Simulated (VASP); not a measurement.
Given:

```
ZnS
1.0
    0.00000     2.66194     2.66194
    2.66194     0.00000     2.66194
    2.66194     2.66194     0.00000
Zn S
1 1
Direct
  0.00000   0.00000   0.00000
  0.25000   0.25000   0.25000
```

The numbers are results of optB88-vdW, VASP's PBE PAW potentials (set 64) (plane waves; VASP), not measurements. Settings: 520 eV cut-off, 8×8×8 Γ-centred mesh, Gaussian smearing of 0.050 eV, potentials Zn S.

**Question.** Give the stress tensor in GPa (positive for a compressed cell).

**Answer.** 
```
5.06  0.00  0.00
0.00  5.06  0.00
0.00  0.00  5.06
```
The pressure is its mean diagonal, 5.06 GPa.

The compound is ZnS in the zinc blende structure. This cell is one point of a volume scan, at 0.94 of the reference volume.
